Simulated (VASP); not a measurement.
Here is the system:

```
Li2Se
1.0
    0.00000     2.89506     2.89506
    2.89506     0.00000     2.89506
    2.89506     2.89506     0.00000
Li Se
2 1
Direct
  0.25000   0.25000   0.25000
  0.75000   0.75000   0.75000
  0.00000   0.00000   0.00000
```

Computed with MS2 meta-GGA, VASP's PBE PAW potentials (set 64) (plane waves; VASP). Run with 520 eV cut-off, 7×7×7 Γ-centred mesh, Gaussian smearing of 0.050 eV, potentials Li_sv Se.

Problem. Give the stress tensor in GPa (positive for a compressed cell).

Solution. 
```
3.11  0.00  0.00
0.00  3.11  0.00
0.00  0.00  3.11
```
The pressure is its mean diagonal, 3.11 GPa.

The compound is Li2Se in the antifluorite structure. This cell is one point of a volume scan, at 0.94 of the reference volume.
